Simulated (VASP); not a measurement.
Input:

```xyz
3
Lattice="-1.6714 1.6714 4.0909 1.6714 -1.6714 4.0909 1.6714 1.6714 -4.0909" Properties=species:S:1:pos:R:3 pbc="T T T"
Au     0.0156     0.0307    -0.0579
Al    -0.0143    -0.0465     2.7586
Al    -0.0013     0.0158     5.4812
```

Level of theory: PBE GGA, VASP's PBE PAW potentials (set 64) (plane waves; VASP 6.6.1). Run with 300 eV cut-off, 6×6×7 Γ-centred mesh, Fermi-Dirac smearing of 0.10 eV, potentials Au Al.

At this cut-off the stress carries a Pulay error, which pulls relaxed volumes low.

Give the force on each atom (eV/Å).

```tsv
atom	Fx	Fy	Fz
Au1	-0.107	-0.226	0.544
Al2	0.126	0.397	-0.093
Al3	-0.018	-0.171	-0.451
```

Give the stress tensor in GPa (positive for a compressed cell).

```
16.72  -0.52  -0.04
-0.52  16.48  -0.03
-0.04  -0.03   9.63
```
The pressure is its mean diagonal, 14.28 GPa.

The structure was generated: Al2Au was put into an ordered model structure, which need not be its known phase. The cell was not relaxed at this level, atoms are displaced from their ideal sites. The k-mesh is coarse (spacing up to 0.38 per Å, 2π included), so the numbers may not be converged in it. The electron count is odd and the run is not spin-polarised, which forces a metal.
